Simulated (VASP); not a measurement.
Given:

```yaml
crystal:
  lattice:
    - [0.00000, 2.20495, 2.20495]
    - [2.20495, 0.00000, 2.20495]
    - [2.20495, 2.20495, 0.00000]
  atoms:
    - { symbol: B, position: [0.00000, 0.00000, 0.00000] }
    - { symbol: P, position: [0.25000, 0.25000, 0.25000] }
```

Level of theory: PBE GGA with D4 dispersion, VASP's PBE PAW potentials (set 64) (plane waves; VASP). Numerical set-up: 520 eV cut-off, 10×10×10 Γ-centred mesh, Gaussian smearing of 0.050 eV, potentials B P.

Q: Predict the energy per atom (σ→0), pressure.

A: 
```yaml
energy per atom (σ→0): -6.798 eV/atom
pressure: 11.90 GPa
```

The compound is BP in the zinc blende structure. This cell is one point of a volume scan, at 0.94 of the reference volume.
